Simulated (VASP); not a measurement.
All values below come from PBE GGA, VASP's PBE PAW potentials (set 64) (plane waves; VASP).

Input for VASP

File POSCAR:
```
TiCo
3.0114220
  1.0000000000   0.0000000000   0.0000000000
  0.0000000000   1.0020980122   0.0000000000
  0.0000000000   0.0000000000   1.0043245351
Ti Co
1 1
Cart
  0.0000000000   0.0000000000   0.0000000000
  0.5309000000   0.5010490061   0.5021622675
```

File KPOINTS:
```
Automatic mesh
0
Gamma
  11 11 11
0 0 0
```

INCAR:
```
LWAVE = F
PREC = Accurate
ISMEAR = 1   # Methfessel-Paxton
LASPH = T
ALGO = Normal
ENCUT = 400   # plane-wave cut-off (eV)
GGA = PE
LCHARG = F
SYSTEM = TiCo
LREAL = F
NELM = 100   # most electronic steps
SIGMA = 0.01   # width (eV)
LMAXMIX = 4   # l cut-off of mixed one-centre charges
ISIF = 2
EDIFF = 1E-6   # SCF stop (eV)
```

POTCAR, in this order: Ti_sv Co (PBE.64 set). Program: vasp_std.

**Question.** Predict the energy per atom (σ→0), pressure, largest force, band gap (on the k-mesh).

**Answer.** 
```
Property                                                    Result
------------------------  ----------------------------------------
energy per atom (σ→0)                               -7.792 eV/atom
band gap (on the k-mesh)  none (metal, semimetal or under 0.01 eV)
pressure                                                 -8.03 GPa
largest force                                           0.316 eV/Å
```

File OSZICAR:
```
...
DAV:  10    -0.155867912787E+02    0.14197E-01   -0.78841E-02  9180   0.348E+00    0.570E-01
DAV:  11    -0.155845591365E+02    0.22321E-02   -0.56363E-03  8172   0.810E-01    0.384E-01
DAV:  12    -0.155833476726E+02    0.12115E-02   -0.48980E-03  8812   0.628E-01    0.673E-02
DAV:  13    -0.155833411912E+02    0.64814E-05   -0.11616E-04  6448   0.139E-01    0.577E-02
DAV:  14    -0.155833215464E+02    0.19645E-04   -0.48289E-05  9616   0.641E-02    0.221E-02
DAV:  15    -0.155833187496E+02    0.27968E-05   -0.96823E-06  8288   0.305E-02    0.798E-03
DAV:  16    -0.155833184788E+02    0.27081E-06   -0.32683E-06  6650   0.176E-02
   1 F= -.15583318E+02 E0= -.15583313E+02  d E =-.169047E-04
```

The compound is TiCo in the CsCl type structure. The cell was not relaxed at this level, atoms are displaced from their ideal sites. The run is one of a series of settings (SIGMA = 0.01 against the base run), some of them coarse on purpose. The run is not spin-polarised, so no magnetic state was tried. The electron count is odd and the run is not spin-polarised, which forces a metal.
